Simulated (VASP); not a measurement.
Given:

```yaml
crystal:
  lattice:
    - [6.39596, 0.00000, 0.00000]
    - [0.00000, 6.39596, 0.00000]
    - [0.00000, 0.00000, 6.39596]
  atoms:
    - { symbol: Hg, position: [0.00000, 0.00000, 0.00000] }
    - { symbol: Hg, position: [0.50000, 0.50000, 0.00000] }
    - { symbol: Hg, position: [0.50000, 0.00000, 0.50000] }
    - { symbol: Te, position: [0.22524, 0.27476, 0.27476] }
    - { symbol: Te, position: [0.77476, 0.72524, 0.27476] }
    - { symbol: Te, position: [0.77476, 0.27476, 0.72524] }
    - { symbol: Te, position: [0.22524, 0.72524, 0.72524] }
    - { symbol: Be, position: [0.00000, 0.50000, 0.50000] }
```

Calculation: PBE GGA, VASP's PBE PAW potentials (set 64) (plane waves; VASP). Run with 400 eV cut-off, 3×3×3 Γ-centred mesh, Gaussian smearing of 0.050 eV, potentials Hg Te Be.

Unless said otherwise, spin-orbit coupling is left out, though it shifts the bands of the heavy elements here.

**Question.** What does the run give for the energy per atom (σ→0), band gap (on the k-mesh) with the smallest direct gap where there is one?

**Answer.** 
```
Quantity                                     Result
-----------------------------------  --------------
band gap (on the k-mesh)                    0.04 eV
smallest direct gap (on the k-mesh)         0.04 eV
energy per atom (σ→0)                -2.280 eV/atom
```

The structure was generated: BeHg3Te4 was put into an ordered model structure (P-43m), which need not be its known phase. It was relaxed first, which changed the volume by +7 %.
